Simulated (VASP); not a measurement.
## Ge53P: relaxation of cell and atoms with LDA

Ge53P:

```
Ge P
1.0
     0.00000    8.52000    8.52000
     8.52000    0.00000    8.52000
     8.52000    8.52000    0.00000
Ge P
53 1
Cartesian
  1.4200 1.4200 1.4200
  2.8400 2.8400 0.0000
  4.2600 4.2600 1.4200
  5.6800 5.6800 0.0000
  7.1000 7.1000 1.4200
  2.8400 0.0000 2.8400
  4.2600 1.4200 4.2600
  5.6800 2.8400 2.8400
  7.1000 4.2600 4.2600
  8.5200 5.6800 2.8400
  9.9400 7.1000 4.2600
  5.6800 0.0000 5.6800
  7.1000 1.4200 7.1000
  8.5200 2.8400 5.6800
  9.9400 4.2600 7.1000
  11.3600 5.6800 5.6800
  12.7800 7.1000 7.1000
  0.0000 2.8400 2.8400
  1.4200 4.2600 4.2600
  2.8400 5.6800 2.8400
  4.2600 7.1000 4.2600
  5.6800 8.5200 2.8400
  7.1000 9.9400 4.2600
  2.8400 2.8400 5.6800
  4.2600 4.2600 7.1000
  5.6800 5.6800 5.6800
  7.1000 7.1000 7.1000
  8.5200 8.5200 5.6800
  9.9400 9.9400 7.1000
  5.6800 2.8400 8.5200
  7.1000 4.2600 9.9400
  8.5200 5.6800 8.5200
  9.9400 7.1000 9.9400
  11.3600 8.5200 8.5200
  12.7800 9.9400 9.9400
  0.0000 5.6800 5.6800
  1.4200 7.1000 7.1000
  2.8400 8.5200 5.6800
  4.2600 9.9400 7.1000
  5.6800 11.3600 5.6800
  7.1000 12.7800 7.1000
  2.8400 5.6800 8.5200
  4.2600 7.1000 9.9400
  5.6800 8.5200 8.5200
  7.1000 9.9400 9.9400
  8.5200 11.3600 8.5200
  9.9400 12.7800 9.9400
  5.6800 5.6800 11.3600
  7.1000 7.1000 12.7800
  8.5200 8.5200 11.3600
  9.9400 9.9400 12.7800
  11.3600 11.3600 11.3600
  12.7800 12.7800 12.7800
  0.0000 0.0000 0.0000
```

The cell was built by a generator and needn't be a form met in nature.

```yaml
Program: VASP 6.6.1
Task: relaxation of cell and atoms
Functional: LDA
Potentials_or_basis: VASP PAW LDA potentials, release 64 (Ge, P)
Cutoff: 350 eV
k_mesh: 2 × 2 × 2
Occupations: gaussian, width 0.05 eV
Spin: no spin polarisation
Further_INCAR_settings: ALGO = Fast; EDIFF = 1e-07; IBRION = 2; EDIFFG = -0.01; NSW = 60; ISIF = 3
```

| Property | Result |
| --- | --- |
| Relaxed volume | 22.53 Å³/atom |
| Relaxed cell | a = 11.982 Å, b = 11.982 Å, c = 11.982 Å, α = 60.00°, β = 60.00°, γ = 60.00° |
| Space group after relaxing (to 0.05 Å) | F-43m (No. 216) |
| Energy gained by relaxing | 1.9 meV/atom |
| Ionic steps | 9 |
| Pressure after relaxing | 0.0 GPa |
| Band gap on the k mesh | none (metal or under the smearing width) |

Step by step:
| step | energy change (eV) | largest force (eV/Å) | pressure (GPa) | volume (Å³) |
| --- | --- | --- | --- | --- |
| 1 | 0.0000 | 0.2037 | -1.07 | 1236.94 |
| 2 | -0.0863 | 0.1218 | 0.40 | 1209.69 |
| 3 | -0.0913 | 0.1381 | 0.10 | 1214.68 |
| 4 | -0.0992 | 0.0730 | 0.04 | 1215.81 |
| 5 | -0.1011 | 0.0398 | 0.00 | 1216.63 |
| 6 | -0.1020 | 0.0161 | 0.00 | 1216.63 |
| 7 | -0.1021 | 0.0110 | 0.00 | 1216.63 |
| 8 | -0.1021 | 0.0114 | 0.00 | 1216.63 |
| 9 | -0.1023 | 0.0053 | 0.00 | 1216.50 |

Final structure:
```xyz
54
Lattice="0.0000 8.4728 8.4728 8.4728 0.0000 8.4728 8.4728 8.4728 0.0000" Properties=species:S:1:pos:R:3 pbc="T T T"
Ge    1.3989    1.3989    1.3989
Ge   11.2953   11.2953   16.9308
Ge    4.2364    4.2364    1.4204
Ge   14.1231   14.1231   16.9308
Ge    7.0739    7.0739    1.3989
Ge   11.2953   16.9308   11.2953
Ge    4.2364    1.4204    4.2364
Ge    5.6502   11.2954   11.2954
Ge    7.0524    4.2364    4.2364
Ge    8.4876   14.1231   11.2953
Ge    9.8856    7.0600    4.2437
Ge   14.1231   16.9308   14.1231
Ge    7.0739    1.3989    7.0739
Ge    8.4876   11.2953   14.1231
Ge    9.8856    4.2437    7.0600
Ge   11.2984   14.1200   14.1200
Ge   12.7019    7.0600    7.0600
Ge   16.9308   11.2953   11.2953
Ge    1.4204    4.2364    4.2364
Ge   11.2954    5.6502   11.2954
Ge    4.2364    7.0524    4.2364
Ge   14.1231    8.4876   11.2953
Ge    7.0600    9.8856    4.2437
Ge   11.2954   11.2954    5.6502
Ge    4.2364    4.2364    7.0524
Ge    5.6502    5.6502    5.6502
Ge    7.0613    7.0613    7.0613
Ge    8.4728    8.4728    5.6507
Ge    9.8843    9.8843    7.0613
Ge   14.1231   11.2953    8.4876
Ge    7.0600    4.2437    9.8856
Ge    8.4728    5.6507    8.4728
Ge    9.8843    7.0613    9.8843
Ge   11.2949    8.4728    8.4728
Ge   12.7019    9.8856    9.8856
Ge   16.9308   14.1231   14.1231
Ge    1.3989    7.0739    7.0739
Ge   11.2953    8.4876   14.1231
Ge    4.2437    9.8856    7.0600
Ge   14.1200   11.2984   14.1200
Ge    7.0600   12.7019    7.0600
Ge   11.2953   14.1231    8.4876
Ge    4.2437    7.0600    9.8856
Ge    5.6507    8.4728    8.4728
Ge    7.0613    9.8843    9.8843
Ge    8.4728   11.2949    8.4728
Ge    9.8856   12.7019    9.8856
Ge   14.1200   14.1200   11.2984
Ge    7.0600    7.0600   12.7019
Ge    8.4728    8.4728   11.2949
Ge    9.8856    9.8856   12.7019
Ge   11.2984   11.2984   11.2984
Ge   12.7092   12.7092   12.7092
P     0.0000    0.0000    0.0000
```

Levels at points of the mesh, in eV from the Fermi level:
```
           k point  band 106  band 107  band 108  band 109  band 110  band 111  band 112  band 113
(0.00, 0.00, 0.00)     -0.33     -0.06     -0.06     -0.06      0.09      0.20      0.20      0.20
(0.50, 0.00, 0.00)     -0.62     -0.54     -0.54     -0.03      0.60      0.82      0.82      0.87
(0.50, 0.50, 0.00)     -0.79     -0.72     -0.70      0.54      0.57      1.11      1.22      1.49
```

Wall time 81 min on 1 thread of Intel(R) Xeon(R) Platinum 8559C (Emerald Rapids) (shared host), peak memory 0.78 GiB.
